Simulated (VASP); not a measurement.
# A first-principles U for free-standing triangular Nb monolayer, spacing 3.069 A, part 3 of 3

What U does free-standing triangular Nb monolayer, spacing 3.069 A call for?

VASP 6.6.1, plane waves and PAW; the level of theory is named at each step.

So far. Step 6 (Shifted potential, relaxed density, alpha -0.1): Energy at zero smearing: -28.87810 eV. Step 7 (Shifted potential, frozen density, alpha 0.1): Energy at zero smearing: -29.44284 eV.

### 8. Shifted potential, relaxed density, alpha 0.1

Level of this step: PBE, with a shift of one shell's potential, spin-polarised from an antiferromagnetic start; plane waves and PAW (Nb_pv, Nb_pv) (VASP).

Contents of INCAR:

```
SYSTEM = Nb
PREC = Normal
ENCUT = 350
EDIFF = 1E-06
NELM = 150
ISMEAR = 0
SIGMA = 0.1
LREAL = .FALSE.
ALGO = Normal
GGA = PE
NBANDS = 36
ISPIN = 2
MAGMOM = 1 -1 1 -1
LMAXMIX = 4
LORBIT = 11
LWAVE = .FALSE.
LCHARG = .FALSE.
KPAR = 2
AMIX = 0.2
BMIX = 1E-04
AMIX_MAG = 0.8
BMIX_MAG = 1E-04
LDAU = .TRUE.
LDAUTYPE = 3
LDAUL = 2 -1
LDAUU = 0.1 0
LDAUJ = 0.1 0
```

Contents of POSCAR:

```
Nb
1.0
    6.1380000000      0.0000000000      0.0000000000
   -3.0690000000      5.3156640000      0.0000000000
    0.0000000000      0.0000000000     14.0000000000
Nb Nb
1 3
Direct
    0.0000000000      0.0000000000      0.5000000000
    0.0000000000      0.5000000000      0.5000000000
    0.5000000000      0.0000000000      0.5000000000
    0.5000000000      0.5000000000      0.5000000000
```

Contents of KPOINTS:

```
Automatic mesh
0
Gamma
4 4 1
0 0 0
```

PAW data sets: Nb_pv and Nb_pv (PBE family, release 64).

Launch:

```bash
> mpirun -np 2 vasp_std
```

Output:

```text
[... set-up lines as in an earlier step ...]
 entering main loop
       N       E                     dE             d eps       ncg     rms          rms(c)
DAV:   1    -0.294605743046E+02   -0.29461E+02   -0.25985E-02  1392   0.103E+00    0.107E+00
DAV:   2    -0.294808546250E+02   -0.20280E-01   -0.82733E-02  1784   0.331E+00    0.145E+00
DAV:   3    -0.294546735716E+02    0.26181E-01   -0.28370E-02  1728   0.150E+00    0.752E-01
DAV:   4    -0.294549295546E+02   -0.25598E-03   -0.22702E-03  1504   0.292E-01    0.107E-01
[...]
DAV:  14    -0.294547578593E+02   -0.19177E-04   -0.48409E-06  1000   0.137E-02    0.822E-03
DAV:  15    -0.294547615504E+02   -0.36912E-05   -0.89344E-07   752   0.672E-03    0.669E-03
DAV:  16    -0.294547618724E+02   -0.32198E-06   -0.28089E-07   656   0.435E-03
   1 F= -.29454762E+02 E0= -.29437150E+02  d E =-.352231E-01  mag=     0.0001
```

The job ended after 47 s (2 MPI ranks of AMD EPYC 7R43, shared host; peak memory 0.55 GiB; 93 s of CPU time).

From OUTCAR (step 8):

```text
  Total      -20.1322123    -20.1323712     -0.0837026      0.0000000      0.0000000      0.0000000
  in kB      -70.6138095    -70.6143671     -0.2935873      0.0000000      0.0000000      0.0000000
  external PRESSURE =     -47.1739213 kB  Pullay stress =       0.0000000 kB

 POSITION                                       TOTAL-FORCE (eV/Angst)
 -----------------------------------------------------------------------------------
      0.00000      0.00000      7.00000         0.000000      0.000000      0.000000
     -1.53450      2.65783      7.00000        -0.000000      0.000000      0.000000
      3.06900      0.00000      7.00000        -0.000000      0.000000      0.000000
      1.53450      2.65783      7.00000        -0.000000      0.000000      0.000000
 -----------------------------------------------------------------------------------
    total drift:                                0.000000     -0.000000      0.000000

  FREE ENERGIE OF THE ION-ELECTRON SYSTEM (eV)
  ---------------------------------------------------
  free  energy   TOTEN  =       -29.4547618724 eV

  energy  without entropy=      -29.4195387352  energy(sigma->0) =      -29.43715030

 magnetization (x)
# of ion       s       p       d       tot
------------------------------------------
    1        0.000   0.000   0.001   0.001
    2       -0.000  -0.000  -0.001  -0.001
    3        0.000   0.000   0.001   0.001
    4       -0.000  -0.000  -0.001  -0.001
--------------------------------------------------
tot         -0.000   0.000  -0.000  -0.000

[... 2 parts as in an earlier step ...]

[... 1 further part left out ...]
[key lines of the parts left out:]
E-fermi :  -2.9064
```

Energy at zero smearing: -29.43715 eV.

### 9. Shifted potential, frozen density, alpha 0.2

INCAR: that of step 8 with these lines changed.

```diff
@@ -25,3 +25,4 @@
 LDAUL = 2 -1
-LDAUU = 0.1 0
-LDAUJ = 0.1 0
+LDAUU = 0.2 0
+LDAUJ = 0.2 0
+ICHARG = 11
```

POSCAR is that of step 8.

KPOINTS is that of step 8.

The WAVECAR or CHGCAR of an earlier step is read.

Launch:

```bash
> mpirun -np 2 vasp_std
```

Output:

```text
[... set-up lines as in an earlier step ...]
 entering main loop
       N       E                     dE             d eps       ncg     rms          rms(c)
DAV:   1    -0.297673639972E+02   -0.29767E+02   -0.10553E-01  1360   0.205E+00
DAV:   2    -0.297676117391E+02   -0.24774E-03   -0.24774E-03  1432   0.202E-01
DAV:   3    -0.297676156595E+02   -0.39203E-05   -0.39205E-05  1384   0.222E-02
DAV:   4    -0.297676157406E+02   -0.81134E-07   -0.81337E-07  1164   0.403E-03
   1 F= -.29767616E+02 E0= -.29748489E+02  d E =-.382536E-01  mag=     0.0186
```

Elapsed: 15 s, on 2 MPI ranks; peak memory 0.51 GiB; 28 s of CPU time.

Parts of OUTCAR (step 9):

```text
  Total      -19.3172057    -19.3185391      1.1671797     -0.0000000      0.0000000      0.0000000
  in kB      -67.7551708    -67.7598478      4.0938871     -0.0000000      0.0000000      0.0000000
  external PRESSURE =     -43.8070438 kB  Pullay stress =       0.0000000 kB

 POSITION                                       TOTAL-FORCE (eV/Angst)
 -----------------------------------------------------------------------------------
      0.00000      0.00000      7.00000         0.000000      0.000000      0.000000
     -1.53450      2.65783      7.00000         0.000000      0.000000      0.000000
      3.06900      0.00000      7.00000        -0.000000      0.000000      0.000000
      1.53450      2.65783      7.00000         0.000000      0.000000      0.000000
 -----------------------------------------------------------------------------------
    total drift:                               -0.000000     -0.000000      0.000000

  FREE ENERGIE OF THE ION-ELECTRON SYSTEM (eV)
  ---------------------------------------------------
  free  energy   TOTEN  =       -29.7676157406 eV

  energy  without entropy=      -29.7293621011  energy(sigma->0) =      -29.74848892

 magnetization (x)
# of ion       s       p       d       tot
------------------------------------------
    1        0.000   0.000   0.008   0.009
    2       -0.000  -0.000  -0.001  -0.001
    3        0.000   0.000   0.006   0.007
    4       -0.000  -0.000  -0.001  -0.001
--------------------------------------------------
tot          0.001  -0.000   0.014   0.014

[... 2 parts as in an earlier step ...]

[... 1 further part left out ...]
[key lines of the parts left out:]
E-fermi :  -2.9323
```

Energy at zero smearing: -29.74849 eV.

### 10. Shifted potential, relaxed density, alpha 0.2

INCAR: that of step 9 with these lines changed.

```diff
@@ -27,2 +27 @@
 LDAUJ = 0.2 0
-ICHARG = 11
```

POSCAR is that of step 9.

KPOINTS is that of step 9.

Launch:

```bash
> mpirun -np 2 vasp_std
```

Output:

```text
[... set-up lines as in an earlier step ...]
 entering main loop
       N       E                     dE             d eps       ncg     rms          rms(c)
DAV:   1    -0.297672794137E+02   -0.29767E+02   -0.10545E-01  1368   0.205E+00    0.230E+00
DAV:   2    -0.298573293700E+02   -0.90050E-01   -0.37580E-01  1784   0.683E+00    0.299E+00
DAV:   3    -0.297427879617E+02    0.11454E+00   -0.13034E-01  1720   0.266E+00    0.160E+00
DAV:   4    -0.297444168771E+02   -0.16289E-02   -0.10136E-02  1536   0.566E-01    0.335E-01
[...]
DAV:  16    -0.297432391770E+02   -0.31261E-05   -0.55258E-06  1168   0.111E-02    0.219E-03
DAV:  17    -0.297432432501E+02   -0.40731E-05   -0.97259E-07   776   0.574E-03    0.381E-03
DAV:  18    -0.297432432578E+02   -0.76525E-08   -0.81754E-07   776   0.517E-03
   1 F= -.29743243E+02 E0= -.29725122E+02  d E =-.362420E-01  mag=     0.0004
```

It took 55 s on 2 MPI ranks; peak memory 0.55 GiB.

OUTCAR, selected parts (step 10):

```text
  Total      -20.2325746    -20.2326512     -0.0826208     -0.0000000      0.0000000      0.0000000
  in kB      -70.9658307    -70.9660995     -0.2897929     -0.0000000      0.0000000      0.0000000
  external PRESSURE =     -47.4072411 kB  Pullay stress =       0.0000000 kB

 POSITION                                       TOTAL-FORCE (eV/Angst)
 -----------------------------------------------------------------------------------
      0.00000      0.00000      7.00000        -0.000000      0.000000      0.000000
     -1.53450      2.65783      7.00000        -0.000000      0.000000      0.000000
      3.06900      0.00000      7.00000         0.000000      0.000000      0.000000
      1.53450      2.65783      7.00000        -0.000000      0.000000      0.000000
 -----------------------------------------------------------------------------------
    total drift:                                0.000000     -0.000000      0.000000

  FREE ENERGIE OF THE ION-ELECTRON SYSTEM (eV)
  ---------------------------------------------------
  free  energy   TOTEN  =       -29.7432432578 eV

  energy  without entropy=      -29.7070012617  energy(sigma->0) =      -29.72512226

 magnetization (x)
# of ion       s       p       d       tot
------------------------------------------
    1        0.000   0.000   0.001   0.001
    2       -0.000  -0.000  -0.001  -0.001
    3        0.000   0.000   0.001   0.001
    4       -0.000  -0.000  -0.001  -0.001
--------------------------------------------------
tot          0.000   0.000   0.000   0.000

[... 2 parts as in an earlier step ...]

[... 1 further part left out ...]
[key lines of the parts left out:]
E-fermi :  -2.9106
```

Energy at zero smearing: -29.72512 eV.

### 11. Summary

This step: linear-response U, PBE; plane waves and PAW (VASP 6.6.1).

Derived from the runs above.

This step gave:

```yaml
bare_response: 1.673 e/eV
screened_response: 0.5220 e/eV
u_from_linear_response: 1.318 eV
```

Change of the charge in the shell of the shifted atom, thousandths of an electron against potential shift:

```tsv
potential shift (eV)	frozen density (e)	relaxed density (e)
-0.200	-311	-99
-0.100	-161	-51
0.000	0	0
0.100	172	53
0.200	359	110
```

### 12. Summary of results

* U from linear response: 1.32 eV
* bare response: 1.67 e/eV
* screened response: 0.522 e/eV

In words: Linear response gives U = 1.3 eV for the d shell of Nb. The moments of the start collapsed, so this U belongs to a non-magnetic state, which need not be the crystal's. U = 1/χ − 1/χ₀, with χ the screened and χ₀ the bare slope of the shell's charge; in this program a positive shift raises the charge. The charges are printed to three decimals, which adds noise to both slopes. The value belongs to this projector sphere, magnetic state and cell; a small cell changes it, since the images are shifted too. The bare response exceeds the screened one, as it must for a positive U.

[Lines on the potential files, build, host, timing and source positions are cut from VASP's logs without a mark.]

[Logs are printed without paths, hosts, clocks, repeated set-up lines and the standing remarks that a program may print on its own settings, such as how far it seeks lower states.]

[Hosts, paths, dates, database ids (printed as entryN), source tags and the programs' standing remarks are cut or masked in the printed files.]

[In band tables of VASP the shares of atoms and orbitals are scaled to a sum of 1 inside the atoms' spheres.]

[Runs that stopped without an error message from VASP are left out.]
